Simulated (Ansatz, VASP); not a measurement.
# MnCl3: VASP beside Ansatz

File INCAR:

```
SYSTEM = MnCl3
PREC = Accurate ; ENCUT = 520
EDIFF = 1E-7 ; ISMEAR = 0
SIGMA = 0.05 ; LREAL = .FALSE.
LASPH = .TRUE. ; NELM = 150
ALGO = Normal ; ISIF = 2
LWAVE = .FALSE. ; LCHARG = .FALSE.
ISPIN = 2 ; MAGMOM = 3.83 0 0 0
LORBIT = 11 ; LMAXMIX = 4
GGA = PS ; NBANDS = 29
```

KPOINTS

```
Automatic mesh
0
G
  6 6 6
  0 0 0
```

File POSCAR:

```
MnCl3
1.0
    4.6937591029      0.0000000000      0.0000000000
    0.0000000000      4.6937591029      0.0000000000
    0.0000000000      0.0000000000      4.6937591029
Mn Cl
1 3
Direct
    0.0000000000      0.0000000000      0.0000000000
    0.5000000000      0.0000000000      0.0000000000
    0.0000000000      0.0000000000      0.5000000000
    0.0000000000      0.5000000000      0.0000000000
```

Input for Ansatz:

```yaml
crystal:
  lattice:
    - [4.6937591029, 0.0, 0.0]
    - [0.0, 4.6937591029, 0.0]
    - [0.0, 0.0, 4.6937591029]
  atoms:
    - { symbol: Mn, position: [0.0, 0.0, 0.0], spin: 3.83 }
    - { symbol: Cl, position: [0.5, 0.0, 0.0] }
    - { symbol: Cl, position: [0.0, 0.0, 0.5] }
    - { symbol: Cl, position: [0.0, 0.5, 0.0] }
basis:
  ecutwfc: 420
  ecutrho_ratio: 4
kpoints:
  mp_grid: { grid: [6, 6, 6] }
hamiltonian:
  xc: pbesol
scf:
  occupations: { method: gaussian, width: 0.05 }
output:
  forces: true
  stress: true
  eigenvalues: true
  populations: true
magnetization:
  spin_polarized: true
```

Alike in both runs: task single point; functional PBEsol; k mesh 6 × 6 × 6; occupations gaussian, width 0.05 eV; collinear spin.

|  | VASP | Ansatz |
| --- | --- | --- |
| version | VASP 6.6.1 | Ansatz 0.2.0 |
| potentials or method | VASP PAW PBE potentials, release 64 (Mn_pv, Cl) | scalar-relativistic, plane waves, PAW |
| plane-wave cutoff (eV) | 520 | 420 |
| valence electrons in the cell | 34 | 36 |

|  | VASP | Ansatz | Ansatz less VASP |
| --- | --- | --- | --- |
| gap on the k mesh at the Fermi level (eV) | none | none | - |
| pressure (GPa) | -0.9 | -0.9 | +0.01 |
| net moment per atom (μB) | 1.01 | 1.01 | -0.001 |
| size of the moment on the site where the two differ most (μB) | 3.67 | 3.51 | -0.154 |

Site moments also hang on the region over which each program counts them. A gap of «none» marks a metal or a gap that the smearing closes. With one functional, cell and mesh, what is left measures potentials, basis and numerics. The two sets of potentials don't hold the same shells in valence.

Caveats: the PAW data sets were made with another functional, which shifts forces and pressure a little (VASP); a cell with one magnetic atom can't hold antiferromagnetic order, which such compounds often take; semilocal functionals often make such compounds metallic where correlation or magnetic order opens a gap, which also shifts bond lengths.
